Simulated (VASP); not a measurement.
Method: r2SCAN meta-GGA, VASP's PBE PAW potentials (set 64) (plane waves; VASP).

VASP ran on this input.

### POSCAR
```
GeRh3
5.4374030
  0.9999999565   0.0000000000   0.0000000000
 -0.4999999783   0.8660253618   0.0000000000
  0.0000000000   0.0000000000   0.7931976336
Ge Rh
2 6
Direct
  0.6666670000   0.3333330000   0.2500000000
  0.3333330000   0.6666670000   0.7500000000
  0.3333323361   0.1666661680   0.7500000000
  0.6666676639   0.8333338320   0.2500000000
  0.1666661680   0.3333323361   0.2500000000
  0.8333338320   0.6666676639   0.7500000000
  0.8333338320   0.1666661680   0.7500000000
  0.1666661680   0.8333338320   0.2500000000
```

### KPOINTS_OPT
```
k-points along high-symmetry lines
6
Line-mode
Reciprocal
  0.000000   0.000000   0.000000 ! GAMMA
  0.500000   0.000000   0.000000 ! M

  0.500000   0.000000   0.000000 ! M
  0.333333   0.333333   0.000000 ! K

  0.333333   0.333333   0.000000 ! K
  0.000000   0.000000   0.000000 ! GAMMA

  0.000000   0.000000   0.000000 ! GAMMA
  0.000000   0.000000   0.500000 ! A

  0.000000   0.000000   0.500000 ! A
  0.500000   0.000000   0.500000 ! L

  0.500000   0.000000   0.500000 ! L
  0.333333   0.333333   0.500000 ! H

  0.333333   0.333333   0.500000 ! H
  0.000000   0.000000   0.500000 ! A

  0.500000   0.000000   0.500000 ! L
  0.500000   0.000000   0.000000 ! M

  0.333333   0.333333   0.500000 ! H
  0.333333   0.333333   0.000000 ! K
```

### INCAR
```
! general
SYSTEM   =  GeRh3
PREC     =  Accurate
ENCUT    =  400   ! plane-wave cut-off (eV)
LREAL    =  .False.
LASPH    =  .True.   ! aspherical one-centre terms

! electronic loop
EDIFF    =  1E-7   ! SCF stop (eV)
NELM     =  100
ALGO     =  Normal   ! blocked Davidson
LMAXMIX  =  4
LMIXTAU  =  .True.

! smearing
ISMEAR   =  -5   ! tetrahedra, Bloechl

! functional
METAGGA  =  R2SCAN

! ions
ISIF     =  2   ! forces and stress, cell fixed

! output
LWAVE    =  .False.
LCHARG   =  .False.
LORBIT   =  11
NEDOS    =  601   ! DOS grid

! other
LEFG     =  .True.
```

### KPOINTS
```
kpoints
0
G
 7 7 8
```

POTCAR, in this order: Ge_d Rh_pv (PBE.64 set). Program: vasp_std.

Question: What will the output report for the number of irreducible k-points (NKPTS), number of bands (NBANDS), largest plane-wave count, number of space-group operations, FFT grid (NGX, NGY, NGZ)?

Answer: 
```
Property                                      Result
--------------------------------------  ------------
number of irreducible k-points (NKPTS)            40
number of bands (NBANDS)                          70
largest plane-wave count                        2022
number of space-group operations                  24
FFT grid (NGX, NGY, NGZ)                36 × 36 × 28
```

The structure comes from a computed database's GeRh3 entry (P6_3/mmc); how it stands against other phases isn't given here. It was relaxed first.
